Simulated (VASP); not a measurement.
Output of a VASP run:

**OUTCAR**
```
 ion  position               nearest neighbor table
   1  0.000  0.000  0.000-   2 3.30   2 3.30   2 3.30   2 3.30   2 3.30   2 3.30
   2  0.500  0.500  0.500-   1 3.30   1 3.30   1 3.30   1 3.30   1 3.30   1 3.30
  LATTYP: Found a face centered cubic cell.
 ALAT       =     6.5976460000
 Subroutine PRICEL returns:
 Original cell was already a primitive cell.
 Subroutine GETGRP returns: Found 48 space group operations
The static configuration has the point symmetry O_h .
The dynamic configuration has the point symmetry O_h .
 Subroutine INISYM returns: Found 48 space group operations
 Subroutine IBZKPT returns following result:
 Found     35 irreducible k-points:

 Following reciprocal coordinates:
            Coordinates               Weight
  0.000000  0.000000  0.000000      1.000000
  0.111111  0.000000  0.000000      8.000000
  0.222222  0.000000  0.000000      8.000000
  0.333333  0.000000  0.000000      8.000000
  0.444444  0.000000  0.000000      8.000000
  0.111111  0.111111  0.000000      6.000000
  0.222222  0.111111  0.000000     24.000000
  0.333333  0.111111  0.000000     24.000000
  0.444444  0.111111  0.000000     24.000000
 -0.444444  0.111111  0.000000     24.000000
 -0.333333  0.111111  0.000000     24.000000
 -0.222222  0.111111  0.000000     24.000000
 -0.111111  0.111111  0.000000     12.000000
  0.222222  0.222222  0.000000      6.000000
  0.333333  0.222222  0.000000     24.000000
  0.444444  0.222222  0.000000     24.000000
 -0.444444  0.222222  0.000000     24.000000
 -0.333333  0.222222  0.000000     24.000000
 -0.222222  0.222222  0.000000     12.000000
  0.333333  0.333333  0.000000      6.000000
  0.444444  0.333333  0.000000     24.000000
 -0.444444  0.333333  0.000000     24.000000
 -0.333333  0.333333  0.000000     12.000000
  0.444444  0.444444  0.000000      6.000000
 -0.444444  0.444444  0.000000     12.000000
  0.333333  0.222222  0.111111     24.000000
  0.444444  0.222222  0.111111     48.000000
 -0.444444  0.222222  0.111111     48.000000
  0.444444  0.333333  0.111111     24.000000
 -0.444444  0.333333  0.111111     48.000000
 -0.333333  0.333333  0.111111     48.000000
 -0.222222  0.333333  0.111111     24.000000
 -0.444444  0.444444  0.111111     24.000000
 -0.333333  0.444444  0.111111     24.000000
 -0.333333  0.444444  0.222222     24.000000
   k-points           NKPTS =     35   k-points in BZ     NKDIM =     35   number of bands    NBANDS=     12
   number of dos      NEDOS =    301   number of ions     NIONS =      2
   total plane-waves  NPLWV =  27000
   dimension x,y,z NGX =    30 NGY =   30 NGZ =   30
   dimension x,y,z NGXF=    60 NGYF=   60 NGZF=   60
   ions per type =               1   1
   PREC   = accura    normal or accurate (medium, high low for compatibility)
   ISTART =      0    job   : 0-new  1-cont  2-samecut
   ICHARG =      2    charge: 1-file 2-atom 10-const
   ISPIN  =      1    spin polarized calculation?
   LNONCOLLINEAR =      F non collinear calculations
   LSORBIT =      F    spin-orbit coupling
   INIWAV =      1    electr: 0-lowe 1-rand  2-diag
   ENCUT  =  390.0 eV  28.66 Ry    5.35 a.u.   7.51  7.51  7.51*2*pi/ulx,y,z
   NELM   =    100;   NELMIN=  2; NELMDL= -5     # of ELM steps
   EDIFF  = 0.1E-05   stopping-criterion for ELM
   LREAL  =      F    real-space projection
   NLSPLINE    = F    spline interpolate recip. space projectors
   LMAXMIX     =    4 max onsite mixed and CHGCAR
   VOSKOWN=      0    Vosko Wilk Nusair interpolation
   EDIFFG = 0.1E-04   stopping-criterion for IOM
   NSW    =      0    number of steps for IOM
   NBLOCK =      1;   KBLOCK =      1    inner block; outer block
   IBRION =     -1    ionic relax: 0-MD 1-quasi-New 2-CG
   NFREE  =      0    steps in history (QN), initial steepest desc. (CG)
   ISIF   =      2    stress and relaxation
   ISYM   =      2    0-nonsym 1-usesym 2-fastsym
   TEIN   =    0.0    initial temperature
   TEBEG  =    0.0;   TEEND  =   0.0 temperature during run
...
```

### OSZICAR
```
       N       E                     dE             d eps       ncg     rms          rms(c)
DAV:   1     0.840219719507E+02    0.84022E+02   -0.59508E+03   840   0.931E+02
DAV:   2    -0.162887375882E+01   -0.85651E+02   -0.80998E+02  1112   0.233E+02
DAV:   3    -0.624487841646E+01   -0.46160E+01   -0.45992E+01  1080   0.508E+01
DAV:   4    -0.638564883171E+01   -0.14077E+00   -0.14057E+00  1396   0.799E+00
DAV:   5    -0.638699909391E+01   -0.13503E-02   -0.13502E-02  1096   0.830E-01    0.314E+00
DAV:   6    -0.621541482376E+01    0.17158E+00   -0.28282E-01  1012   0.277E+00    0.229E+00
DAV:   7    -0.620397533905E+01    0.11439E-01   -0.13675E-01  1064   0.213E+00    0.106E+00
DAV:   8    -0.621321298305E+01   -0.92376E-02   -0.15218E-02  1080   0.101E+00    0.126E-01
DAV:   9    -0.621383538467E+01   -0.62240E-03   -0.70355E-04  1084   0.179E-01    0.813E-02
DAV:  10    -0.621429374990E+01   -0.45837E-03   -0.54132E-04   940   0.163E-01    0.173E-02
DAV:  11    -0.621429944651E+01   -0.56966E-05   -0.19170E-05  1204   0.270E-02    0.443E-03
DAV:  12    -0.621430240810E+01   -0.29616E-05   -0.35327E-06  1000   0.149E-02    0.507E-03
DAV:  13    -0.621430239782E+01    0.10279E-07   -0.32137E-07   784   0.339E-03
   1 F= -.62143024E+01 E0= -.62143024E+01  d E =-.142068E-98
```

OUTCAR:
```
------------------------ aborting loop because EDIFF is reached ----------------------------------------
  FORCE on cell =-STRESS in cart. coord.  units (eV):
  Direction    XX          YY          ZZ          XY          YZ          ZX
  --------------------------------------------------------------------------------------
  Total        0.3373619      0.3373619      0.3373619      0.0000000     -0.0000000      0.0000000
  in kB        7.5283461      7.5283461      7.5283461      0.0000000     -0.0000000      0.0000000
  external PRESSURE =       7.5283461 kB  Pullay stress =       0.0000000 kB
  volume of cell :       71.80
      direct lattice vectors                 reciprocal lattice vectors
     0.000000000  3.298823000  3.298823000    -0.151569211  0.151569211  0.151569211
     3.298823000  0.000000000  3.298823000     0.151569211 -0.151569211  0.151569211
     3.298823000  3.298823000  0.000000000     0.151569211  0.151569211 -0.151569211
  FREE ENERGIE OF THE ION-ELECTRON SYSTEM (eV)
  ---------------------------------------------------
  free  energy   TOTEN  =        -6.2143023978 eV

  energy  without entropy=       -6.2143023978  energy(sigma->0) =       -6.21430240
```
(Selected blocks of OUTCAR.)

### POSCAR
```
KBr
1
    0.0000000000     3.2988230000     3.2988230000
    3.2988230000     0.0000000000     3.2988230000
    3.2988230000     3.2988230000     0.0000000000
K Br
1 1
Direct
  0.0000000000   0.0000000000   0.0000000000
  0.5000000000   0.5000000000   0.5000000000
```

Write an INCAR and KPOINTS that could have produced this output.

One answer among several that fit: the input of the run itself, PBE GGA, plane waves, VASP's PBE PAW potentials (set 64).

### INCAR
```
SYSTEM = KBr
PREC = Accurate
ENCUT = 390
EDIFF = 1E-6
NELM = 100
ALGO = Normal
LREAL = .FALSE.
LASPH = .TRUE.
ISMEAR = 0
SIGMA = 0.01
GGA = PE
LMAXMIX = 4
LWAVE = .FALSE.
LCHARG = .FALSE.
ISIF = 2
```

File KPOINTS:
```
Automatic
0
gamma
  9 9 9
```

POTCAR, in this order: K_sv Br (PBE.64 set). Program: vasp_std.

The structure comes from a computed database's KBr entry; how it stands against other phases isn't given here. The cell was not relaxed at this level. The run is one of a series of settings (ENCUT = 390 against the base run), some of them coarse on purpose.
